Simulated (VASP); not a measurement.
Method: PBE GGA, VASP's PBE PAW potentials (set 64) (plane waves; VASP 6.6.1).

A VASP calculation is set up with these files.

KPOINTS:
```
Automatic mesh
0
Gamma
7 7 7
0 0 0
```

**INCAR**
```
ALGO = Normal
AMIX = 0.1
BMIX = 3.0
EDIFF = 1E-6
ENCUT = 400
GGA = PE
IMIX = 4
ISIF = 2
ISMEAR = 0
LASPH = .TRUE.
LCHARG = .FALSE.
LMAXMIX = 4
LREAL = .FALSE.
LWAVE = .FALSE.
NELM = 100
PREC = Accurate
SIGMA = 0.05
SYSTEM = Ge
```

**POSCAR**
```
Ge
1
    0.0000000000     2.8855800000     2.8855800000
    2.8855800000     0.0000000000     2.8855800000
    2.8855800000     2.8855800000     0.0000000000
Ge
2
Direct
  0.0000000000   0.0000000000   0.0000000000
  0.2500000000   0.2500000000   0.2500000000
```

POTCAR, in this order: Ge_d (PBE.64 set). Program: vasp_std.

Problem. Predict the energy per atom (σ→0), pressure, band gap (on the k-mesh).

Solution. 
| Quantity | Result |
|---|---|
| energy per atom (σ→0) | -4.508 eV/atom |
| band gap (on the k-mesh) | none (metal, semimetal or under 0.01 eV) |
| pressure | -1.37 GPa |

OSZICAR:
```
...
DAV:   5    -0.908522648983E+01   -0.10369E-01   -0.10368E-01   834   0.384E+00    0.297E+00
DAV:   6    -0.907057048580E+01    0.14656E-01   -0.43909E-03   770   0.664E-01    0.266E+00
DAV:   7    -0.901498399820E+01    0.55586E-01   -0.11039E-01   746   0.359E+00    0.223E-01
DAV:   8    -0.901547842029E+01   -0.49442E-03   -0.83499E-03   744   0.101E+00    0.184E-01
DAV:   9    -0.901534300476E+01    0.13542E-03   -0.81594E-04   758   0.349E-01    0.535E-02
DAV:  10    -0.901538741326E+01   -0.44408E-04   -0.52520E-05   792   0.756E-02    0.267E-02
DAV:  11    -0.901538770515E+01   -0.29189E-06   -0.18016E-06   732   0.166E-02
   1 F= -.90153877E+01 E0= -.90151522E+01  d E =-.471017E-03
```

The compound is Ge in the diamond structure. The cell was not relaxed at this level. The run is one of a series of settings (AMIX = 0.1, BMIX = 3.0, IMIX = 4 against the base run), some of them coarse on purpose.
